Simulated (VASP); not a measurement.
The input files of a VASP run:

**INCAR**
```
ALGO=Normal
EDIFF=1E-7
EDIFFG=-0.01
ENCUT=600
GGA=PS
IBRION=2
ISIF=3
ISMEAR=1
LASPH=.TRUE.
LCHARG=.FALSE.
LMAXMIX=6
LREAL=.FALSE.
LWAVE=.FALSE.
NELM=100
NSW=40
PREC=Accurate
PSTRESS=10
SIGMA=0.1
SYSTEM=HfN
```

File POSCAR:
```
HfN
1
   -0.0000000000     2.2423181818     2.2423181818
    2.2423181818     0.0000000000     2.2423181818
    2.2423181818     2.2423181818     0.0000000000
Hf N
1 1
Direct
  0.0000000000   0.0000000000   0.0000000000
  0.5000000000   0.5000000000   0.5000000000
```

File KPOINTS:
```
Automatic mesh
0
Gamma
14 14 14
0 0 0
```

POTCAR, in this order: Hf_pv N (PBE.64 set). Program: vasp_std.

### Question
Write an equivalent input for Quantum ESPRESSO's pw.x.

### Answer
One equivalent input (not run):
```
&CONTROL
  calculation = 'vc-relax'
  pseudo_dir = './pseudo'
  outdir = './out'
  tprnfor = .true.
  tstress = .true.
  nstep = 40
  forc_conv_thr = 0.00039
/
&SYSTEM
  ibrav = 0
  nat = 2
  ntyp = 2
  ecutwfc = 84
  occupations = 'smearing'
  smearing = 'methfessel-paxton'
  degauss = 0.00735
  input_dft = 'pbesol'
/
&ELECTRONS
  conv_thr = 7.3e-09
  electron_maxstep = 100
/
&IONS
/
&CELL
  press = 10
/
ATOMIC_SPECIES
  Hf 178.490 Hf.upf
  N 14.007 N.upf
CELL_PARAMETERS angstrom
    -0.0000000    2.2423182    2.2423182
     2.2423182    0.0000000    2.2423182
     2.2423182    2.2423182    0.0000000
ATOMIC_POSITIONS crystal
  Hf   0.0000000  0.0000000  0.0000000
  N    0.5000000  0.5000000  0.5000000
K_POINTS automatic
  14 14 14 0 0 0
```
The two are equivalent in intent, not identical: the potentials are each code's own (VASP's PAW set, PseudoDojo norm-conserving files in pw.x), so ENCUT and ecutwfc are chosen apart and not converted; conv_thr bounds pw.x's estimated SCF error, while EDIFF bounds the energy change between steps; forc_conv_thr acts on force components and is met together with etot_conv_thr.

The compound is HfN in the rock salt structure. It was relaxed first under an external pressure of 1 GPa.
